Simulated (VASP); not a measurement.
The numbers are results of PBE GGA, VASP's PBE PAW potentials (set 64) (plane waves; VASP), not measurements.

VASP ran on this input.

### INCAR
```
! general
SYSTEM  = AuZn
PREC    = Accurate
ENCUT   = 300
LREAL   = F
LASPH   = T

! electronic loop
EDIFF   = 1E-6
NELM    = 100
ALGO    = Normal
LMAXMIX = 6

! smearing
ISMEAR  = 1
SIGMA   = 0.2

! functional
GGA     = PE

! ions
ISIF    = 2

! output
LWAVE   = F
LCHARG  = F
```

**POSCAR**
```
AuZn
1.0
  3.1500000000   0.0000000000   0.0000000000
  0.0000000000   3.1500000000   0.0000000000
  0.0000000000   0.0000000000   3.1500000000
Zn Au
1 1
Direct
  0.5000000000   0.5000000000   0.5000000000
  0.0000000000   0.0000000000   0.0000000000
```

### KPOINTS
```
K-points
0
G
  10 10 10
0 0 0
```

POTCAR, in this order: Zn Au (PBE.64 set). Program: vasp_std.

What VASP printed:

File OSZICAR:
```
       N       E                     dE             d eps       ncg     rms          rms(c)
DAV:   1     0.854272573795E+02    0.85427E+02   -0.84931E+03  1780   0.133E+03
DAV:   2    -0.301273436126E+01   -0.88440E+02   -0.85330E+02  1813   0.252E+02
DAV:   3    -0.518284304881E+01   -0.21701E+01   -0.21659E+01  2009   0.490E+01
DAV:   4    -0.519426422007E+01   -0.11421E-01   -0.11421E-01  2002   0.304E+00
DAV:   5    -0.519439437512E+01   -0.13016E-03   -0.13015E-03  2072   0.334E-01    0.850E+00
DAV:   6    -0.477723574690E+01    0.41716E+00   -0.14284E+00  1701   0.137E+01    0.541E+00
DAV:   7    -0.475041718216E+01    0.26819E-01   -0.34643E-02  2109   0.451E+00    0.286E+00
DAV:   8    -0.474189785397E+01    0.85193E-02   -0.10251E-02  1897   0.112E+00    0.153E-01
DAV:   9    -0.474190103430E+01   -0.31803E-05   -0.31338E-04  1988   0.283E-01    0.736E-02
DAV:  10    -0.474191231994E+01   -0.11286E-04   -0.42502E-05  2003   0.929E-02    0.177E-02
DAV:  11    -0.474191285539E+01   -0.53544E-06   -0.53112E-06  1855   0.511E-02
   1 F= -.47419129E+01 E0= -.47417927E+01  d E =-.360580E-03
```

File OUTCAR:
```
------------------------ aborting loop because EDIFF is reached ----------------------------------------
  FORCE on cell =-STRESS in cart. coord.  units (eV):
  Direction    XX          YY          ZZ          XY          YZ          ZX
  --------------------------------------------------------------------------------------
  Total        0.7625574      0.7625574      0.7625574      0.0000000     -0.0000000     -0.0000000
  in kB       39.0887194     39.0887194     39.0887194      0.0000000     -0.0000000     -0.0000000
  external PRESSURE =      39.0887194 kB  Pullay stress =       0.0000000 kB
  volume of cell :       31.26
      direct lattice vectors                 reciprocal lattice vectors
     3.150000000  0.000000000  0.000000000     0.317460317  0.000000000  0.000000000
     0.000000000  3.150000000  0.000000000     0.000000000  0.317460317  0.000000000
     0.000000000  0.000000000  3.150000000     0.000000000  0.000000000  0.317460317
 POSITION                                       TOTAL-FORCE (eV/Angst)
 -----------------------------------------------------------------------------------
      1.57500      1.57500      1.57500         0.000000      0.000000      0.000000
      0.00000      0.00000      0.00000         0.000000      0.000000      0.000000
 -----------------------------------------------------------------------------------
    total drift:                                0.000000     -0.000000      0.000000
  FREE ENERGIE OF THE ION-ELECTRON SYSTEM (eV)
  ---------------------------------------------------
  free  energy   TOTEN  =        -4.7419128554 eV

  energy  without entropy=       -4.7415522753  energy(sigma->0) =       -4.74179266
```
(Selected blocks of OUTCAR.)

At this cut-off the stress carries a Pulay error, which pulls relaxed volumes low.

The structure is a typed AuZn crystal. The cell was not relaxed at this level. The electron count is odd and the run is not spin-polarised, which forces a metal.
